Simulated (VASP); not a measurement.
A run of VASP 6.6.1:

The input INCAR:

```
SYSTEM = HfSb2
ALGO = Normal
DIPOL = 0.5 0.5 0.307
EDIFF = 1E-6
ENCUT = 520
GGA = PE
IDIPOL = 3
ISIF = 2
ISMEAR = 0
LASPH = .TRUE.
LCHARG = .FALSE.
LDIPOL = .TRUE.
LREAL = .FALSE.
LWAVE = .FALSE.
NBANDS = 17
NELM = 60
PREC = Accurate
SIGMA = 0.1
```

The input KPOINTS:

```
k-points
0
G
  6 6 1
  0 0 0
```

File POSCAR:

```
HfSb2
1.0
    5.1294020932     -0.0000002409      0.0000000000
   -2.5647008380      4.4421926394      0.0000000000
    0.0000000000      0.0000000000     24.7075696000
Hf Sb
1 2
Direct
    0.0000000000      0.0000000000      0.2901180992
    0.3333333333      0.6666666667      0.3148585539
    0.6666666667      0.3333333333      0.3148585539
```

Potentials or basis: VASP PAW PBE potentials, release 64 (Hf_pv, Sb).

Run with:

```bash
$ cat potpaw_PBE.64/Hf_pv/POTCAR potpaw_PBE.64/Sb/POTCAR > POTCAR
$ mpirun -np 1 vasp_std > vasp.out
```

Hardware: 1 thread of AMD EPYC 9R45 96-Core Processor (Zen 5), on a shared host.

**Question.** How long does it take, and how much memory?

**Answer.** It took 68 s on 1 thread of AMD EPYC 9R45 96-Core Processor (Zen 5), with other jobs on the host, peak memory 0.6 GiB. Counts: scf iterations 23, k points 7.
